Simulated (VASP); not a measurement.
Write the native input for VASP 6.6.1 that does the following.

* Task: single point
* Functional: LDA
* Potentials or basis: VASP PAW PBE potentials, release 64 (Pm, Te)
* Cutoff: 520 eV
* k mesh: 5 × 5 × 3
* Occupations: gaussian, width 0.05 eV
* Spin: collinear spin, antiferromagnetic start
* Starting moments: [4.0, -4.0, 0.0, 0.0] μB
* Hubbard terms: Pm f U = 2 eV
* Supercell matrix: [1, 0, 0, 0, 1, 0, 0, 0, 2]
* Further INCAR settings: ALGO = Normal; EDIFF = 1e-07; NBANDS = 33

The structure of PmTe lies in POSCAR:

```
PmTe
1.0
    3.7629149800      0.0000000000      0.0000000000
    0.0000000000      3.7629149800      0.0000000000
    0.0000000000      0.0000000000      7.5258299600
Pm Te
2 2
Direct
    0.0000000000      0.0000000000      0.0000000000
    0.0000000000      0.0000000000      0.5000000000
    0.5000000000      0.5000000000      0.2500000000
    0.5000000000      0.5000000000      0.7500000000
```

The cell comes from a database or a generator and needn't be the stable form of this composition.

One way to write it, as run:

INCAR

```
  PREC = Accurate
  ENCUT = 520
  EDIFF = 1E-7
  ISMEAR = 0
  SIGMA = 0.05
  LREAL = F
  LASPH = T
  NELM = 120
  ALGO = Normal
  ISIF = 2
  LWAVE = F
  LCHARG = T
  ISPIN = 2
  MAGMOM = 4 -4 0 0
  LORBIT = 11
  LMAXMIX = 6
  LDAU = T
  LDAUTYPE = 2
  LDAUL = 3 -1
  LDAUU = 2 0
  LDAUJ = 0 0
  LDAUPRINT = 1
  GGA = CA
  LELF = T
  LVHAR = T
  NBANDS = 33
```

KPOINTS

```
Automatic mesh
0
Gamma
  5 5 3
```

Potentials or basis: VASP PAW PBE potentials, release 64 (Pm, Te).

Run with:

```sh
$ cat potpaw_PBE.64/Pm/POTCAR potpaw_PBE.64/Te/POTCAR > POTCAR
$ mpirun -np 1 vasp_std > vasp.out
```

Results of the run:

* Pressure: 4.6 GPa
* Band gap on the k mesh: none (metal or under the smearing width)
* Net moment: 0.00 μB per cell
* Site moments: Pm +4.55, -4.55; Te +0.00 μB
* Valence electrons inside the program's atomic spheres: Pm 12.47; Te 3.53

Caveat: the magnetic or orbital state may not be the lowest; the PAW data sets were made with another functional, which shifts forces and pressure a little; spin-orbit coupling is left out, which moves the levels of the heavy elements; the U is typed as a test and isn't derived for this compound.

It took 4 min on 1 thread of Intel(R) Xeon(R) Platinum 8375C CPU @ 2.90GHz (Ice Lake), with other jobs on the host, peak memory 0.22 GiB.
